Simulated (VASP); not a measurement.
## NbTe: equation of state with PBE

The system is NbTe.

```
Te Nb
1.0
     3.70297    0.00000    0.00000
    -1.85149    3.20687    0.00000
     0.00000    0.00000    3.69421
Te Nb
1 1
Direct
  0.66667 0.33333 0.00000
  0.00000 0.00000 0.50000
```

The cell comes from a database or a generator and needn't be the stable form of this composition.

```json
{
 "Program": "VASP 6.6.1",
 "Task": "equation of state",
 "Functional": "PBE",
 "Potentials or basis": "VASP PAW PBE potentials, release 64 (Te, Nb_sv)",
 "Cutoff": "520 eV",
 "k mesh": "8 × 8 × 7",
 "Occupations": "fermi-dirac, width 0.05 eV",
 "Spin": "no spin polarisation"
}
```

```
Equilibrium volume                        : 21.79 Å³/atom
Bulk modulus at fixed shape and positions : 122 GPa
Pressure derivative of the bulk modulus   : 4.7
```

Energy against volume, from the lowest point:
| volume (Å³/atom) | energy (meV/atom) |
| --- | --- |
| 20.618 | 26.09 |
| 21.057 | 9.57 |
| 21.496 | 1.16 |
| 21.934 | 0.00 |
| 22.373 | 5.30 |
| 22.812 | 16.38 |
| 23.250 | 32.59 |

All runs of the series together: 3.6 min on 1 thread of Intel(R) Xeon(R) Platinum 8259CL CPU @ 2.50GHz (Skylake/Cascade Lake), on a shared host.

Caveat: the cell was scaled at fixed shape and fractional positions, which overstates the stiffness of a crystal with free parameters, most of all of layers and chains. Spin-orbit coupling is left out, which matters for the levels of Te.
